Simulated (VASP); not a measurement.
Output of a VASP run:

OSZICAR:
```
       N       E                     dE             d eps       ncg     rms          rms(c)
DAV:   1     0.811233672007E+03    0.81123E+03   -0.33789E+04  1164   0.151E+03
DAV:   2    -0.133530529607E+02   -0.82459E+03   -0.80703E+03  1137   0.535E+02
DAV:   3    -0.807661760385E+02   -0.67413E+02   -0.65752E+02  1496   0.144E+02
DAV:   4    -0.828552252928E+02   -0.20890E+01   -0.20699E+01  1305   0.234E+01
DAV:   5    -0.829091524347E+02   -0.53927E-01   -0.53807E-01  1320   0.378E+00    0.560E+01
DAV:   6    -0.694036100252E+02    0.13506E+02   -0.20561E+02  1412   0.830E+01    0.140E+01
DAV:   7    -0.667401139385E+02    0.26635E+01   -0.48159E+01  1383   0.419E+01    0.134E+01
DAV:   8    -0.661587911370E+02    0.58132E+00   -0.42567E+00  1292   0.123E+01    0.284E+00
DAV:   9    -0.661423482420E+02    0.16443E-01   -0.28586E-01  1473   0.302E+00    0.698E-01
DAV:  10    -0.661390266512E+02    0.33216E-02   -0.48693E-02  1397   0.145E+00    0.227E-01
DAV:  11    -0.661388579760E+02    0.16868E-03   -0.16782E-03  1499   0.241E-01    0.436E-02
DAV:  12    -0.661388516182E+02    0.63578E-05   -0.14924E-04  1440   0.724E-02    0.131E-02
DAV:  13    -0.661388456417E+02    0.59766E-05   -0.17725E-05  1097   0.231E-02    0.271E-03
DAV:  14    -0.661388453654E+02    0.27624E-06   -0.10041E-06   791   0.759E-03
   1 F= -.66138845E+02 E0= -.66085810E+02  d E =-.106071E+00
       N       E                     dE             ncg
       N       E                     dE             ncg
       N       E                     dE             ncg
       N       E                     dE             ncg
```

OUTCAR:
```
------------------------ aborting loop because EDIFF is reached ----------------------------------------
  FORCE on cell =-STRESS in cart. coord.  units (eV):
  Direction    XX          YY          ZZ          XY          YZ          ZX
  --------------------------------------------------------------------------------------
  Total        0.1625320      0.1625320     -0.0428363      0.0000000      0.0000000      0.0000000
  in kB        2.7402547      2.7402541     -0.7222112      0.0000005      0.0000000      0.0000000
  external PRESSURE =       1.5860992 kB  Pullay stress =       0.0000000 kB
  volume of cell :       95.03
      direct lattice vectors                 reciprocal lattice vectors
     2.891643000  0.000000000  0.000000000     0.345824156  0.199661624  0.000000000
    -1.445821000  2.504236000  0.000000000     0.000000000  0.399323386  0.000000000
     0.000000000  0.000000000 13.123167000     0.000000000  0.000000000  0.076201118
 POSITION                                       TOTAL-FORCE (eV/Angst)
 -----------------------------------------------------------------------------------
     -0.00000      1.66949      3.28079         0.000000      0.000000      0.000000
      1.44582      0.83474      9.84238         0.000000     -0.000000      0.000000
     -0.00000      1.66949      7.69516         0.000000      0.000000     -0.041000
      1.44582      0.83474      5.42800        -0.000000     -0.000000      0.041000
      1.44582      0.83474      1.13358        -0.000000      0.000000     -0.041000
     -0.00000      1.66949     11.98959         0.000000      0.000000      0.041000
      0.00000      0.00000      0.00000         0.000000      0.000000      0.000000
      0.00000      0.00000      6.56158         0.000000      0.000000      0.000000
 -----------------------------------------------------------------------------------
    total drift:                                0.000634     -0.000366      0.001311
  FREE ENERGIE OF THE ION-ELECTRON SYSTEM (eV)
  ---------------------------------------------------
  free  energy   TOTEN  =       -66.1388453654 eV

  energy  without entropy=      -66.0327747736  energy(sigma->0) =      -66.08581007
```
(Selected blocks of OUTCAR.)

### POSCAR
```
AlV2C
1
    2.8916430000     0.0000000000     0.0000000000
   -1.4458210000     2.5042360000     0.0000000000
    0.0000000000     0.0000000000    13.1231670000
Al V C
2 4 2
Direct
  0.3333330000   0.6666670000   0.2500000000
  0.6666670000   0.3333330000   0.7500000000
  0.3333330000   0.6666670000   0.5863800000
  0.6666670000   0.3333330000   0.4136200000
  0.6666670000   0.3333330000   0.0863800000
  0.3333330000   0.6666670000   0.9136200000
  0.0000000000   0.0000000000   0.0000000000
  0.0000000000   0.0000000000   0.5000000000
```

Reconstruct the remaining input files.

One answer among several that fit: the input of the run itself, PBE GGA, plane waves, VASP's PBE PAW potentials (set 64).

### INCAR
```
ALGO = Normal
LCHARG = F
LASPH = T
ISIF = 2   # forces and stress, cell fixed
LREAL = F
SIGMA = 0.2
ISMEAR = 0
LWAVE = F
EDIFF = 1E-6
ENCUT = 400   # plane-wave cut-off (eV)
PREC = Accurate
LMAXMIX = 4   # l cut-off of mixed one-centre charges
SYSTEM = AlV2C
NELM = 100   # most electronic steps
GGA = PE
```

### KPOINTS
```
Automatic mesh
0
Gamma
6 6 2
0 0 0
```

KPOINTS_OPT:
```
k-points along high-symmetry lines
6
Line-mode
Reciprocal
  0.000000   0.000000   0.000000 ! GAMMA
  0.500000   0.000000   0.000000 ! M

  0.500000   0.000000   0.000000 ! M
  0.333333   0.333333   0.000000 ! K

  0.333333   0.333333   0.000000 ! K
  0.000000   0.000000   0.000000 ! GAMMA

  0.000000   0.000000   0.000000 ! GAMMA
  0.000000   0.000000   0.500000 ! A

  0.000000   0.000000   0.500000 ! A
  0.500000   0.000000   0.500000 ! L

  0.500000   0.000000   0.500000 ! L
  0.333333   0.333333   0.500000 ! H

  0.333333   0.333333   0.500000 ! H
  0.000000   0.000000   0.500000 ! A

  0.500000   0.000000   0.500000 ! L
  0.500000   0.000000   0.000000 ! M

  0.333333   0.333333   0.500000 ! H
  0.333333   0.333333   0.000000 ! K
```

POTCAR, in this order: Al V_sv C (PBE.64 set). Program: vasp_std.

At this cut-off the stress carries a Pulay error, which pulls relaxed volumes low.

The structure comes from a computed database's AlV2C entry; how it stands against other phases isn't given here. The cell was not relaxed at this level. The k-mesh is coarse (spacing up to 0.42 per Å, 2π included), so the numbers may not be converged in it. The run is one of a series of settings (KPOINTS 6×6×2 Γ-centred mesh against the base run), some of them coarse on purpose. The run is not spin-polarised, so no magnetic state was tried.
